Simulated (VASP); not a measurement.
An input for Quantum ESPRESSO's pw.x (written as the equivalent of a VASP run, and not itself run):

```
&CONTROL
  calculation = 'vc-relax'
  pseudo_dir = './pseudo'
  outdir = './out'
  tprnfor = .true.
  tstress = .true.
  nstep = 60
  forc_conv_thr = 0.00078
/
&SYSTEM
  ibrav = 0
  nat = 6
  ntyp = 2
  ecutwfc = 94
  occupations = 'smearing'
  smearing = 'methfessel-paxton'
  degauss = 0.00735
  input_dft = 'vdw-df-ob86'
  nspin = 2
  starting_magnetization(1) = 0.25
/
&ELECTRONS
  conv_thr = 7.3e-08
  electron_maxstep = 100
/
&IONS
/
&CELL
/
ATOMIC_SPECIES
  Cr 51.996 Cr.upf
  O 15.999 O.upf
CELL_PARAMETERS angstrom
     4.3922611   -0.0000000    0.0000000
    -0.0000000    4.3922611    0.0000000
     0.0000000    0.0000000    2.8934801
ATOMIC_POSITIONS crystal
  Cr   0.0000000  0.0000000  0.0000000
  Cr   0.5000000  0.5000000  0.5000000
  O    0.3034300  0.3034300  0.0000000
  O    0.8034300  0.1965700  0.5000000
  O    0.1965700  0.8034300  0.5000000
  O    0.6965700  0.6965700  0.0000000
K_POINTS automatic
  6 6 10 0 0 0
```

**Question.** Write the VASP files for the same calculation (optB86b-vdW).

**Answer.** One answer among several that fit: 
### INCAR
```
ISIF = 3   ! ions, shape and volume
GGA = MK
NSW = 60
ENCUT = 520   ! plane-wave cut-off (eV)
LASPH = T
MAGMOM = 2*2.5 4*0.0
LMAXMIX = 4
LCHARG = F
ALGO = Normal   ! blocked Davidson
NELM = 100   ! most electronic steps
SYSTEM = CrO2
ISPIN = 2
LWAVE = F
LORBIT = 10
PARAM2 = 1.0
PARAM1 = 0.1234
LUSE_VDW = T
SIGMA = 0.1   ! width (eV)
EDIFF = 1E-6
AGGAC = 0.0
IBRION = 2   ! conjugate gradients
PREC = Accurate
ISMEAR = 1   ! Methfessel-Paxton
EDIFFG = -0.02   ! ionic stop
LREAL = F   ! projection in real space or not
```

KPOINTS:
```
K-points
0
gamma
 6 6 10
0 0 0
```

**POSCAR**
```
CrO2
1
    4.3922610790    -0.0000000000     0.0000000000
   -0.0000000000     4.3922610790     0.0000000000
    0.0000000000     0.0000000000     2.8934801373
Cr O
2 4
Direct
  0.0000000000   0.0000000000   0.0000000000
  0.5000000000   0.5000000000   0.5000000000
  0.3034300090   0.3034300090   0.0000000000
  0.8034300090   0.1965699910   0.5000000000
  0.1965699910   0.8034300090   0.5000000000
  0.6965699910   0.6965699910   0.0000000000
```

POTCAR, in this order: Cr_pv O (PBE.64 set). Program: vasp_std.

The two are equivalent in intent, not identical: the potentials are each code's own (VASP's PAW set, PseudoDojo norm-conserving files in pw.x), so ENCUT and ecutwfc are chosen apart and not converted; conv_thr bounds pw.x's estimated SCF error, while EDIFF bounds the energy change between steps; starting_magnetization is a fraction of the valence charge and MAGMOM a moment in μB, so they match only roughly; forc_conv_thr acts on force components and is met together with etot_conv_thr.

The compound is CrO2 in the rutile structure. This run relaxes it. Symmetry was kept, so distortions that lower it aren't found. The start is the result of an earlier pass.
